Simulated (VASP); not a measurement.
Here is the system:

```
CELL_PARAMETERS angstrom
      3.84190     0.00000     0.00000
     -1.92095     3.32718     0.00000
      0.00000     0.00000     6.48588
ATOMIC_POSITIONS crystal
  Sn 0.00000 0.00000 0.00000
  Se 0.66667 0.33333 0.75710
  Se 0.33333 0.66667 0.24290
```

Computed with G0W0 on PBE orbitals, VASP's PBE PAW potentials (set 64) (plane waves; VASP). Numerical set-up: PREC = Normal, 500 eV cut-off, 4×4×2 Γ-centred mesh, Gaussian smearing of 0.010 eV, potentials Sn_d_GW Se_GW.

The mesh is coarse and the basis finite, so the quasiparticle values are not converged.

NBANDS = 132, ENCUTGW = 170 eV, NOMEGA = 64. The PBE levels (eV) that the step starts from are:

| state | KS energy | filling |
|---|---|---|
| k1 (0.00, 0.00, 0.00), band 10 | 2.11 | 2 |
| k1 (0.00, 0.00, 0.00), band 11 | 2.39 | 2 |
| k1 (0.00, 0.00, 0.00), band 12 | 2.43 | 2 |
| k1 (0.00, 0.00, 0.00), band 13 | 2.43 | 2 |
| k1 (0.00, 0.00, 0.00), band 14 | 3.68 | 0 |
| k1 (0.00, 0.00, 0.00), band 15 | 5.70 | 0 |
| k1 (0.00, 0.00, 0.00), band 16 | 7.26 | 0 |
| k1 (0.00, 0.00, 0.00), band 17 | 7.26 | 0 |
| k7 (0.50, 0.00, 0.50), band 10 | 0.39 | 2 |
| k7 (0.50, 0.00, 0.50), band 11 | 0.64 | 2 |
| k7 (0.50, 0.00, 0.50), band 12 | 1.93 | 2 |
| k7 (0.50, 0.00, 0.50), band 13 | 2.13 | 2 |
| k7 (0.50, 0.00, 0.50), band 14 | 3.37 | 0 |
| k7 (0.50, 0.00, 0.50), band 15 | 6.86 | 0 |
| k7 (0.50, 0.00, 0.50), band 16 | 7.45 | 0 |
| k7 (0.50, 0.00, 0.50), band 17 | 8.42 | 0 |
| k8 (0.25, 0.25, 0.50), band 10 | -0.80 | 2 |
| k8 (0.25, 0.25, 0.50), band 11 | 0.01 | 2 |
| k8 (0.25, 0.25, 0.50), band 12 | 1.86 | 2 |
| k8 (0.25, 0.25, 0.50), band 13 | 2.19 | 2 |
| k8 (0.25, 0.25, 0.50), band 14 | 4.76 | 0 |
| k8 (0.25, 0.25, 0.50), band 15 | 7.08 | 0 |
| k8 (0.25, 0.25, 0.50), band 16 | 7.94 | 0 |
| k8 (0.25, 0.25, 0.50), band 17 | 8.66 | 0 |

**Question.** Give the quasiparticle energies and renormalisation factors Z.

**Answer.** 
```tsv
state	QP energy (eV)	Z
k1 (0.00, 0.00, 0.00), band 10	1.74	0.72
k1 (0.00, 0.00, 0.00), band 11	2.00	0.72
k1 (0.00, 0.00, 0.00), band 12	2.10	0.72
k1 (0.00, 0.00, 0.00), band 13	2.10	0.72
k1 (0.00, 0.00, 0.00), band 14	4.05	0.76
k1 (0.00, 0.00, 0.00), band 15	6.04	0.77
k1 (0.00, 0.00, 0.00), band 16	7.71	0.76
k1 (0.00, 0.00, 0.00), band 17	7.71	0.76
k7 (0.50, 0.00, 0.50), band 10	-0.02	0.72
k7 (0.50, 0.00, 0.50), band 11	0.24	0.71
k7 (0.50, 0.00, 0.50), band 12	1.52	0.71
k7 (0.50, 0.00, 0.50), band 13	1.76	0.71
k7 (0.50, 0.00, 0.50), band 14	3.66	0.75
k7 (0.50, 0.00, 0.50), band 15	7.12	0.76
k7 (0.50, 0.00, 0.50), band 16	7.68	0.77
k7 (0.50, 0.00, 0.50), band 17	8.56	0.76
k8 (0.25, 0.25, 0.50), band 10	-1.27	0.75
k8 (0.25, 0.25, 0.50), band 11	-0.45	0.73
k8 (0.25, 0.25, 0.50), band 12	1.48	0.71
k8 (0.25, 0.25, 0.50), band 13	1.79	0.71
k8 (0.25, 0.25, 0.50), band 14	5.17	0.73
k8 (0.25, 0.25, 0.50), band 15	7.36	0.77
k8 (0.25, 0.25, 0.50), band 16	8.30	0.75
k8 (0.25, 0.25, 0.50), band 17	9.09	0.74
```
On the mesh the gap opens from 0.79 to 1.43 eV.

The structure comes from a computed database's SnSe2 entry (P-3m1); how it stands against other phases isn't given here. The cell was not relaxed at this level. The k-mesh is coarse (spacing up to 0.48 per Å, 2π included), so the numbers may not be converged in it.
